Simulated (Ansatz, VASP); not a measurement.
## TiGaSn (TiGaSn in the AlB2 type): VASP beside Ansatz

One calculation is typed for both programs; each brings its own data sets. How far apart do they land? The cell is generated by rule, not measured, and may not be a known phase. The cell is taken from a series of runs on this material, whose earlier steps may have relaxed, scaled, displaced or heated it; both programs get it as it stands.

Main program and level: Ansatz 0.2.0; plane waves, with VASP 6.6.1 beside it; single point at PBE.

The structure was built from a prototype and need not be the compound's stable phase.

### Step 1. The starting structure

Symmetry: P-6m2, No. 187, hexagonal system. Conventional cell: a = 4.134 Å, b = 4.134 Å, c = 4.341 Å, α = 90.00°, β = 90.00°, γ = 120.00°. Ti has 6 Sn at 3.23 Å and 6 Ga at 3.23 Å nearest. Nearest to Ga lie 3 Sn at 2.39 Å and 6 Ti at 3.23 Å. Nearest to Sn lie 3 Ga at 2.39 Å and 6 Ti at 3.23 Å. Farther neighbours are not listed.

As a file:

```xyz
3
Lattice="4.1342 0.0000 0.0000 -2.0671 3.5803 0.0000 0.0000 0.0000 4.3409" Properties=species:S:1:pos:R:3 pbc="T T T"
Ti    0.0000    0.0000    0.0000
Ga    0.0000    2.3869    2.1705
Sn    2.0671    1.1934    2.1705
```

### Step 2. VASP: single point, PBE

With cell and atoms fixed, the geometry can't cause a difference; cores, projectors, grids and the points listed under the comparison can.

Lines of VASP's logs that name or quote its potential files are left out, and so is its time.

Contents of INCAR:

```
SYSTEM = TiGaSn
PREC = Accurate
ENCUT = 500
EDIFF = 1E-06
NELM = 120
ISMEAR = 0
SIGMA = 0.1
LREAL = .FALSE.
ALGO = Normal
GGA = PE
NBANDS = 25
LASPH = .TRUE.
LORBIT = 11
LWAVE = .FALSE.
LCHARG = .FALSE.
ISIF = 2
GGA_COMPAT = .FALSE.
```

Contents of POSCAR:

```
TiGaSn
1.0
    4.1342000000      0.0000000000      0.0000000000
   -2.0671000000      3.5803200000      0.0000000000
    0.0000000000      0.0000000000      4.3409100000
Ti Ga Sn
1 1 1
Direct
    0.0000000000      0.0000000000      0.0000000000
    0.3333333333      0.6666666667      0.5000000000
    0.6666666667      0.3333333333      0.5000000000
```

Contents of KPOINTS:

```
Automatic mesh
0
Gamma
6 6 4
0 0 0
```

Potentials, in the order of the species: Ti_sv, Ga_d and Sn_d (PBE family, release 64).

The run is started by

```bash
mpirun -np 1 vasp_std
```

Numbers of over 12 decimals in the logs are rounded to 6 here.

The log of the run:

```text
[banner, memory and clock lines left out]
running    1 mpi-ranks, on    1 nodes
 distrk:  each k-point on    1 cores,    1 groups
 distr:  one band on    1 cores,    1 groups

 POSCAR found type information on POSCAR TiGaSn
 POSCAR found :  3 types and       3 ions
 LDA part: xc-table for (Slater+PW92), standard interpolation
 POSCAR, INCAR and KPOINTS ok, starting setup
 FFT: planning ... GRIDC
 FFT: planning ... GRID_SOFT
 FFT: planning ... GRID
 WAVECAR not read
 entering main loop
       N       E                     dE             d eps       ncg     rms          rms(c)
DAV:   1     0.337915853331E+03    0.33792E+03   -0.19511E+04  1050   0.244E+03
DAV:   2     0.238766352379E+02   -0.31404E+03   -0.31031E+03  1066   0.535E+02
DAV:   3    -0.139079985354E+02   -0.37785E+02   -0.37211E+02  1460   0.169E+02
DAV:   4    -0.155439913201E+02   -0.16360E+01   -0.16138E+01  1518   0.334E+01
DAV:   5    -0.155980130052E+02   -0.54022E-01   -0.53899E-01  1560   0.488E+00    0.103E+01
DAV:   6    -0.147049563844E+02    0.89306E+00   -0.53964E+01  1324   0.255E+01    0.100E+01
DAV:   7    -0.129278583728E+02    0.17771E+01   -0.23244E+01  1217   0.224E+01    0.290E+00
DAV:   8    -0.128467078658E+02    0.81151E-01   -0.12520E+00  1131   0.627E+00    0.728E-01
DAV:   9    -0.128386531492E+02    0.80547E-02   -0.81950E-02  1292   0.202E+00    0.237E-01
DAV:  10    -0.128384249019E+02    0.22825E-03   -0.53731E-03  1649   0.520E-01    0.976E-02
DAV:  11    -0.128384848941E+02   -0.59992E-04   -0.40773E-04  1472   0.154E-01    0.397E-02
DAV:  12    -0.128384694469E+02    0.15447E-04   -0.82114E-05  1386   0.542E-02    0.118E-02
DAV:  13    -0.128384684625E+02    0.98433E-06   -0.36192E-06  1280   0.159E-02
   1 F= -.12838468E+02 E0= -.12830856E+02  d E =-.152258E-01
```

From OUTCAR (step 2):

```text
ion  position               nearest neighbor table
   1  0.000  0.000  0.000-   3 3.23   3 3.23   3 3.23   3 3.23   3 3.23   3 3.23
   2  0.333  0.667  0.500-   3 2.39   3 2.39   3 2.39
   3  0.667  0.333  0.500-   2 2.39   2 2.39   2 2.39   1 3.23   1 3.23   1 3.23   1 3.23   1 3.23
                             1 3.23

  LATTYP: Found a hexagonal cell.
 ALAT       =     4.1342000000
 C/A-ratio  =     1.0500000000

 Subroutine GETGRP returns: Found 12 space group operations
 (whereof 12 operations were pure point group operations)

The static configuration has the point symmetry D_3h.

 Found     21 irreducible k-points:

   k-points           NKPTS =     21   k-points in BZ     NKDIM =     21   number of bands    NBANDS=     25

   dimension x,y,z NGX =    30 NGY =   30 NGZ =   32
   dimension x,y,z NGXF=    60 NGYF=   60 NGZF=   64

   ENCUT  =  500.0 eV  36.75 Ry    6.06 a.u.   7.54  7.54  7.91*2*pi/ulx,y,z

   NELECT =      39.0000    total number of electrons

 k-points in reciprocal lattice and weights: Automatic mesh
   0.00000000  0.00000000  0.00000000       0.007
   0.16666667 -0.00000000  0.00000000       0.042
   0.33333333 -0.00000000  0.00000000       0.042
   0.50000000  0.00000000  0.00000000       0.021
   0.16666667  0.16666667  0.00000000       0.042
   0.33333333  0.16666667  0.00000000       0.083
   0.33333333  0.33333333  0.00000000       0.014
   0.00000000  0.00000000  0.25000000       0.014
   0.16666667 -0.00000000  0.25000000       0.083
[...]
0.33333333  0.16666667  0.50000000       0.083
   0.33333333  0.33333333  0.50000000       0.014

 average (electrostatic) potential at core
       1 -73.9916       2 -63.4049       3 -99.7160

 E-fermi :   7.8956

 k-point     1 :       0.0000    0.0000    0.0000
  band No.  band energies     occupation
    ...
     15      -3.8159      2.00000
     16       5.3525      2.00000
     17       6.1376      2.00000
     18       6.1376      2.00000
     19       6.5928      2.00000
     20       8.0927      0.00531
     21       8.0927      0.00531
     22       8.6772      0.00000
     23       9.3816      0.00000
     24       9.3816      0.00000
    ...

 k-point     2 :       0.1667   -0.0000    0.0000
  band No.  band energies     occupation
    ...
     15      -3.4972      2.00000
     16       4.2686      2.00000
     17       5.4542      2.00000
     18       5.8176      2.00000
     19       6.7000      2.00000
     20       8.0580      0.02160
     21       8.2795      0.00000
     22       8.3732      0.00000
     23       8.6533      0.00000
     24       9.0614      0.00000
    ...

 k-point     3 :       0.3333   -0.0000    0.0000
  band No.  band energies     occupation
    ...
     15      -2.5498      2.00000
     16       1.6351      2.00000
     17       5.1908      2.00000
     18       5.7103      2.00000
     19       6.4962      2.00000
     20       7.9905      0.17943
     21       8.2847      0.00000
     22       8.4447      0.00000
     23       9.0383      0.00000
     24       9.0531      0.00000
    ...

  Total        5.4851637      5.4851569     -5.4900078      0.0000000      0.0000000     -0.0000000
  in kB      136.7747925    136.7746225   -136.8955836      0.0000000      0.0000000     -0.0000000
  external PRESSURE =      45.5512771 kB  Pullay stress =       0.0000000 kB

  energy-cutoff  :      500.00
  volume of cell :       64.25
      direct lattice vectors                 reciprocal lattice vectors
     4.134200000  0.000000000  0.000000000     0.241884766  0.139652322  0.000000000
    -2.067100000  3.580320000  0.000000000     0.000000000  0.279304643  0.000000000
     0.000000000  0.000000000  4.340910000     0.000000000  0.000000000  0.230366444

 POSITION                                       TOTAL-FORCE (eV/Angst)
 -----------------------------------------------------------------------------------
      0.00000      0.00000      0.00000         0.000000     -0.000000      0.000000
     -0.00000      2.38688      2.17046        -0.000000      0.000000      0.000000
      2.06710      1.19344      2.17046         0.000000     -0.000000      0.000000
 -----------------------------------------------------------------------------------
    total drift:                                0.000008     -0.000043     -0.000000

  FREE ENERGIE OF THE ION-ELECTRON SYSTEM (eV)
  ---------------------------------------------------
  free  energy   TOTEN  =       -12.8384684625 eV

  energy  without entropy=      -12.8232426694  energy(sigma->0) =      -12.83085557

 total charge
# of ion       s       p       d       tot
------------------------------------------
    1        2.103   6.008   1.927  10.039
    2        0.915   0.977   9.990  11.881
    3        1.127   1.477  10.041  12.644
--------------------------------------------------
tot          4.145   8.462  21.958  34.564

[... 3 further parts left out ...]
```

This run has no spin polarisation. Its electron count is odd, so without a moment it is a metal by construction.

### Step 3. Ansatz: single point, PBE

Ansatz runs on its PAW soft_1 files.

The same cell, functional, mesh and smearing now go to Ansatz, which takes its cutoff from its data sets.

Contents of input.yaml:

```yaml
crystal:
  lattice:
    - [4.1342, 0.0, 0.0]
    - [-2.0671, 3.58032, 0.0]
    - [0.0, 0.0, 4.34091]
  atoms:
    - { symbol: Ti, position: [0.0, 0.0, 0.0] }
    - { symbol: Ga, position: [0.33333333, 0.66666667, 0.5] }
    - { symbol: Sn, position: [0.66666667, 0.33333333, 0.5] }
kpoints:
  mp_grid: { grid: [6, 6, 4] }
hamiltonian:
  xc: pbe
  pseudopotentials: { kind: paw, azcp: { folder: soft_1 } }
scf:
  occupations: { method: gaussian, width: 0.1 }
output:
  forces: true
  stress: true
  eigenvalues: true
```

The run is started by

```bash
ansatz run input.yaml --threads 4 --pin off --max-ram 12288MiB --backend cpu --events-out ev --progress --plain --runs-dir out
```

The log of the run:

```text
Engine: ansatz 0.2.0, x86_64-unknown-linux-gnu
Pseudopotentials: kind: paw
Pseudopotential: Ti, paw, valence charge 12, recommended cutoff 420 eV (normal), soft_1/Ti.paw.azcp
Pseudopotential: Ga, paw, valence charge 13, recommended cutoff 420 eV (normal), soft_1/Ga.paw.azcp
Pseudopotential: Sn, paw, valence charge 14, recommended cutoff 420 eV (normal), soft_1/Sn.paw.azcp
Functional definition: PBE
  parameter kappa = 0.804
  parameter beta = 0.066725
  exchange = pbe_x(kappa = kappa, mu = beta*pi^2/3)
  correlation = pbe_c(beta = beta)
Crystal: 3 atoms, lattice volume = 64.253 Å³
Basis set: ecut = 420 eV, 1203 PW (Γ), exchange–correlation on 60×60×60 points (8 copies of the dense FFT grid, shifted against one another)
Bands: 24, of which v1, the nominal top of the filled ones, is band 20 counted from 1 (19 counted from 0)
Symmetry: 12 space group operations
Space group: P-6m2 (ITA 187), of the structure as read, at distance tolerance 4.0e-5 Å
k-points: 21 of 144 (time reversal used)
Non-local potential: Ti, projectors of the file, l = 0: 3, l = 1: 2, l = 2: 3, l = 3: 1
Non-local potential: Ga, projectors of the file, l = 0: 2, l = 1: 2, l = 2: 3, l = 3: 1
Non-local potential: Sn, projectors of the file, l = 0: 2, l = 1: 2, l = 2: 2, l = 3: 1
PAW form: soft (Blöchl's): semilocal exchange-correlation on the pseudo side does not see the compensation charge
PAW one-centre angular grid: Ti, 590 points (default); XC on 64 Gauss nodes
PAW one-centre angular grid: Ga, 590 points (default); XC on 64 Gauss nodes
PAW one-centre angular grid: Sn, 590 points (default); XC on 64 Gauss nodes
Initial density: superposition of atomic densities (chi_scale 0.1, normalization cell, long waves kept (reshape's long-wave potential 0.00 eV rms))
Initial wavefunctions: pseudopotential atomic-orbital guess
Functional: x = pbe(κ = 0.804, μ = 0.219515), c = pbe(β = 0.066725)
SCF iter   1: F=—  HF=-12305.534588 eV  |F-HF|=—  |Δ(HF+E_count)|=         —  Δρ=4.38e-2  dr2=1.99e0  ethr=3.10e-3  ⟨swp⟩=5.8  Hψ=2055  notcnv=0
preconditioner: auto → Kerker (q_TF=auto, 2.510 Å⁻¹)  [metal: Δε(μ)=0.035 eV  Ē_g=13.504 eV  σ=0.100 eV  W_gap=0.19  n_scr=20 (ndim 8)  ℏωp=25.8 eV  f_vac=0.000  D(μ)=3.85/eV (n_scr^D=28)]
SCF iter   2: F=—  HF=-12305.264248 eV  |F-HF|=—  |Δ(HF+E_count)|=   2.70e-1  Δρ=2.13e-2  dr2=2.99e-1  ethr=3.10e-3  ⟨swp⟩=3.0  Hψ=1019  notcnv=0
SCF iter   3: F=—  HF=-12305.244955 eV  |F-HF|=—  |Δ(HF+E_count)|=   1.93e-2  Δρ=7.23e-3  dr2=3.34e-2  ethr=7.65e-4  ⟨swp⟩=2.0  Hψ=818  notcnv=0
SCF iter   4: F=—  HF=-12305.237228 eV  |F-HF|=—  |Δ(HF+E_count)|=   7.73e-3  Δρ=3.59e-3  dr2=6.81e-3  ethr=8.57e-5  ⟨swp⟩=2.0  Hψ=819  notcnv=0
SCF iter   5: F=—  HF=-12305.235002 eV  |F-HF|=—  |Δ(HF+E_count)|=   2.23e-3  Δρ=7.11e-4  dr2=5.33e-4  ethr=1.75e-5  ⟨swp⟩=2.0  Hψ=698  notcnv=0
SCF iter   6: F=—  HF=-12305.234994 eV  |F-HF|=—  |Δ(HF+E_count)|=   7.83e-6  Δρ=2.25e-4  dr2=3.89e-5  ethr=1.37e-6  ⟨swp⟩=2.0  Hψ=727  notcnv=0
SCF iter   7: F=—  HF=-12305.234991 eV  |F-HF|=—  |Δ(HF+E_count)|=   2.85e-6  Δρ=5.22e-5  dr2=2.32e-6  ethr=9.96e-8  ⟨swp⟩=2.3  Hψ=684  notcnv=0
SCF iter   8: F=—  HF=-12305.234991 eV  |F-HF|=—  |Δ(HF+E_count)|=   4.48e-8  Δρ=2.33e-5  dr2=4.25e-7  ethr=5.95e-9  ⟨swp⟩=2.0  Hψ=714  notcnv=0
SCF iter   9: F=-12305.234991 eV  HF=-12305.234991 eV  |F-HF|=4.72e-8  |Δ(HF+E_count)|=   2.93e-8  Δρ=1.27e-5  dr2=8.46e-8  ethr=2.56e-10  ⟨swp⟩=6.0  Hψ=2111  notcnv=0
SCF 1 converged in 9 iterations: F = -12305.234991 eV  dr2 = 8.46e-8
  greatest PAW one-centre occupation: 0.999 electrons in one spin orbital (limit 2), on the Ti atom at site 0 (counted from 0), in its partial waves of l = 0
SCF converged after 9 iterations
Free energy (F): -12305.234991 eV
Harris-Foulkes:  -12305.234991 eV  (|F-HF|=4.72e-8)
Internal energy: -12305.219824 eV  (E = F + TS)
E sigma→0 (E₀):  -12305.227408 eV
Entropy (-TS):   -0.015167 eV (-5.056 meV/atom)
Fermi energy:    11.618925 eV
--- Per-component energies (eV) ---
  E_band       = -293.174121
  E_kinetic    = 561.253174
  E_local      = -3488.576357  (includes V_loc(G=0)·N_el)
  E_nonlocal   = 114.421946
  E_hartree    = 1852.043572
  E_xc         = -304.958544
  E_vxc        = -281.320153  (∫ρ·V_xc dr)
  E_paw        = -7402.773936  (= ΣΔE_a)
  E_vpaw       = -903.035722  (= ΣTr[D̂ρ^β])
  E_aug_tail   = 0.000005  (compensation charges beyond the density's cutoff)
  E_ewald      = -3636.629684
  E_smearing   = -0.015167  (= −TS)
  E_closure    = -0.000000  (closes the sum)
  Σ components = -12305.234991   (vs F -12305.234991, Δ=0.00e0)
--- Forces (eV/Å), atoms counted from 1 ---
  atom   1  Ti     0.00000000    -0.00000000     0.00000000
  atom   2  Ga    -0.00000000    -0.00000000     0.00000000
  atom   3  Sn     0.00000000     0.00000000     0.00000000
  max |Σ_I F_I| component: 1.10e-16 eV/Å
--- Stress (GPa, compression-positive) ---
       13.593176       0.000000      -0.000000
        0.000000      13.593176      -0.000000
       -0.000000      -0.000000     -13.695757
  P = ⅓ Tr σ = 4.4969 GPa (44.969 kbar)
--- Band table (eV; the first three rows and the last of 21) ---
  k-point 0: bands = [... 16 lower, 9.8594, 9.8594, 10.3144, 11.8166, 11.8166, 12.4017, 13.1068, 13.1068]
  k-point 1: bands = [... 16 lower, 10.2382, 10.2382, 11.3706, 11.3706, 11.3772, 12.5350, 12.5350, 12.7429]
  k-point 2: bands = [... 16 lower, 10.9463, 10.9463, 11.2408, 11.2408, 11.4649, 11.4649, 11.8435, 13.2276]
  k-point 20: bands = [... 16 lower, 6.6922, 8.6971, 9.3165, 11.9644, 12.3398, 12.4029, 12.4324, 12.7994]
```

In the SCF lines HF is the Harris–Foulkes energy and dr2 the Hartree energy of the density residual, in eV; the loop may stop once dr2 is under the threshold and the program's other checks hold. Hψ counts applications of the Hamiltonian.

The run ends at a pressure of 4.50 GPa.

### Step 4. Side by side

Known differences besides the potentials themselves: the cutoff is 420 eV in Ansatz and 500 eV in VASP. Total energies have different zeros and are not compared.

Both answers:

| quantity | Ansatz | VASP | difference |
| --- | --- | --- | --- |
| pressure (GPa) | 4.50 | 4.56 | -0.06 |

### Step 5. Results

```
difference in pressure (single point, PBE) : -0.058 GPa
```

**Reading.** The difference in pressure is -0.058 GPa (single point, PBE), within the 1 GPa picked in this series as the mark of a large difference. Such differences can come from data sets, numerical settings and the points named under the comparisons, not from the functional's error against experiment.

[Lines on the potential files, build, host, timing and source positions are cut from VASP's logs without a mark.]

[Logs are printed without paths, hosts, clocks, repeated set-up lines and the standing remarks that a program may print on its own settings, such as how far it seeks lower states.]

[Hosts, paths, dates, database ids (printed as entryN), source tags and the programs' standing remarks are cut or masked in the printed files.]
